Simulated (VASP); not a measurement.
The system is CdS (Hawleyite).

```
Cd S
1.0
     0.00000    2.91650    2.91650
     2.91650    0.00000    2.91650
     2.91650    2.91650    0.00000
Cd S
1 1
Cartesian
  0.0000 0.0000 0.0000
  4.3748 4.3748 4.3748
```

Base run:

| Property | Result |
| --- | --- |
| Program | VASP 6.6.1 |
| Functional | PBE |
| Potentials or basis | VASP PAW PBE potentials, release 64 (Cd_GW, S_GW) |
| Cutoff | 450 eV |
| k mesh | 8 × 8 × 8 |
| Occupations | gaussian, width 0.02 eV |
| Spin | no spin polarisation |

Its results: band gap on the k mesh 1.14 eV, direct; pressure 2.8 GPa.

**Question.** After a change of settings the same cell gave: band gap on the k mesh 0.89 eV, direct; pressure -2.0 GPa. Which change was it?
A. potentials or basis from VASP PAW PBE potentials, release 64 (Cd_GW, S_GW) to VASP PAW PBE potentials, release 64 (Cd, S); cutoff from 450 eV to 520 eV
B. functional from PBE to LDA; potentials or basis from VASP PAW PBE potentials, release 64 (Cd_GW, S_GW) to VASP PAW LDA potentials, release 64 (Cd, S); cutoff from 450 eV to 520 eV
C. potentials or basis from VASP PAW PBE potentials, release 64 (Cd_GW, S_GW) to VASP PAW PBE potentials, release 64 (Cd, S); cutoff from 450 eV to 520 eV; k mesh from 8 × 8 × 8 to 3 × 3 × 3
D. functional from PBE to r2SCAN; potentials or basis from VASP PAW PBE potentials, release 64 (Cd_GW, S_GW) to VASP PAW PBE potentials, release 64 (Cd, S); cutoff from 450 eV to 520 eV

**Answer.** B.
